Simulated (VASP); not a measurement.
Consider the following.

```
CELL_PARAMETERS angstrom
     -1.58632     1.58632     1.58632
      1.58632    -1.58632     1.58632
      1.58632     1.58632    -1.58632
ATOMIC_POSITIONS crystal
  W  0.00000 0.00000 0.00000
```

The numbers are results of r2SCAN meta-GGA with spin-orbit coupling, VASP's PBE PAW potentials (set 64) (plane waves; VASP), not measurements. Run with 400 eV cut-off, 15×15×15 Γ-centred mesh, Gaussian smearing of 0.050 eV, potentials W_sv.

Give the energies of bands 9 to 20 at the high-symmetry points, in eV from the Fermi level.

```json
[
 {"band": "9", "Γ": "-10.04", "H": "-5.93", "N": "-6.48", "P": "-3.48"},
 {"band": "10", "Γ": "-10.04", "H": "-5.93", "N": "-6.48", "P": "-3.48"},
 {"band": "11", "Γ": "-1.44", "H": "-5.93", "N": "-3.70", "P": "-2.95"},
 {"band": "12", "Γ": "-1.44", "H": "-5.93", "N": "-3.70", "P": "-2.95"},
 {"band": "13", "Γ": "-1.44", "H": "5.07", "N": "0.59", "P": "-2.95"},
 {"band": "14", "Γ": "-1.44", "H": "5.07", "N": "0.59", "P": "-2.95"},
 {"band": "15", "Γ": "-0.92", "H": "5.07", "N": "2.38", "P": "3.62"},
 {"band": "16", "Γ": "-0.92", "H": "5.07", "N": "2.38", "P": "3.62"},
 {"band": "17", "Γ": "2.62", "H": "5.80", "N": "3.45", "P": "3.62"},
 {"band": "18", "Γ": "2.62", "H": "5.80", "N": "3.45", "P": "3.62"},
 {"band": "19", "Γ": "2.62", "H": "7.15", "N": "6.33", "P": "7.16"},
 {"band": "20", "Γ": "2.62", "H": "7.15", "N": "6.33", "P": "7.16"}
]
```

It has no gap at this level: it comes out as a metal or semimetal.

The compound is W in the bcc structure. It was relaxed first.
